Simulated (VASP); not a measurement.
Crystal: MgO.

```
Mg O
1.0
     0.00000    2.09700    2.09700
     2.09700    0.00000    2.09700
     2.09700    2.09700    0.00000
Mg O
1 1
Direct
  0.00000 0.00000 0.00000
  0.50000 0.50000 0.50000
```

The cell is a database's computed one.

Base run:

* Program: VASP 6.6.1
* Functional: LDA
* Potentials or basis: VASP PAW LDA potentials, release 64 (Mg, O)
* Cutoff: 520 eV
* k mesh: 10 × 10 × 10
* Occupations: gaussian, width 0.02 eV
* Spin: no spin polarisation

Its results: band gap on the k mesh 4.78 eV, direct.

Task: The run is repeated on the same cell with these changes: functional from LDA to PBE; potentials or basis from VASP PAW LDA potentials, release 64 (Mg, O) to VASP PAW PBE potentials, release 64 (Mg_GW, O_GW); cutoff from 520 eV to 450 eV. What comes out?

Result: Band gap on the k mesh 4.85 eV, direct.
